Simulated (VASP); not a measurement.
```
CELL_PARAMETERS angstrom
      0.00000     2.49000     2.49000
      2.49000     0.00000     2.49000
      2.49000     2.49000     0.00000
ATOMIC_POSITIONS crystal
  Gd 0.00000 0.00000 0.00000
  N  0.50000 0.50000 0.50000
```

Computed with PBE GGA with spin-orbit coupling, VASP's PBE PAW potentials (set 64) (plane waves; VASP). Run with 520 eV cut-off, 11×11×11 Γ-centred mesh, Gaussian smearing of 0.050 eV, potentials Gd_3 N.

The 4f electrons are frozen in the core of the lanthanide potential, so 4f levels, which can set the real gap, and their magnetism are missing.

Problem. Give the energies of bands 9 to 21 at the high-symmetry points, in eV from the Fermi level.

Solution. 
```csv
band,Γ,X,U,L,W
9,-0.07,-1.14,-2.12,-4.06,-2.18
10,-0.07,-1.14,-2.12,-4.06,-2.18
11,0.04,-0.29,-1.35,-2.33,-1.44
12,0.04,-0.29,-1.35,-2.33,-1.44
13,0.04,-0.13,-1.14,-2.30,-1.10
14,0.04,-0.13,-1.14,-2.30,-1.10
15,2.92,-0.02,2.28,5.52,3.81
16,2.92,-0.02,2.28,5.52,3.81
17,2.92,7.04,6.18,6.35,3.89
18,2.92,7.04,6.18,6.35,3.89
19,3.10,7.07,7.19,6.50,7.30
20,3.10,7.07,7.19,6.50,7.30
21,3.69,7.49,7.48,6.94,7.48
```

It has no gap at this level: it comes out as a metal or semimetal.

The compound is GdN in the rock salt structure. The cell was not relaxed at this level.
